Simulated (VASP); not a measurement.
Here is the system:

```
MgH2
1.0
    4.47017     0.00000     0.00000
    0.00000     4.47017     0.00000
    0.00000     0.00000     2.99163
Mg H
2 4
Direct
  0.00000   0.00000   0.00000
  0.50000   0.50000   0.50000
  0.30431   0.30431   0.00000
  0.80431   0.19569   0.50000
  0.19569   0.80431   0.50000
  0.69569   0.69569   0.00000
```

All values below come from PBEsol GGA, VASP's PBE PAW potentials (set 64) (plane waves; VASP). Run with 400 eV cut-off, Gaussian smearing of 0.050 eV, potentials Mg H.

### Question
Give the energies of bands 1 to 7 at the high-symmetry points, in eV from the valence-band maximum.

### Answer

| band | Γ | X | M | Z | R | A |
|---|---|---|---|---|---|---|
| 1 | -6.70 | -5.03 | -3.90 | -3.18 | -2.39 | -1.96 |
| 2 | -1.53 | -5.03 | -3.90 | -3.18 | -2.39 | -1.96 |
| 3 | -1.53 | -0.54 | -2.92 | -0.08 | -1.17 | -1.02 |
| 4 | -0.46 | -0.54 | -2.92 | -0.08 | -1.17 | -1.02 |
| 5 | 4.40 | 5.14 | 9.07 | 6.29 | 5.04 | 3.71 |
| 6 | 4.97 | 5.14 | 9.07 | 6.29 | 5.04 | 3.71 |
| 7 | 9.09 | 9.99 | 9.17 | 6.61 | 6.69 | 3.89 |

The gap is indirect, 3.52 eV, from the valence maximum at M-Γ at 0.67 to the conduction minimum at A-Z at 0.22.

The compound is MgH2 in the rutile structure. It was relaxed first.
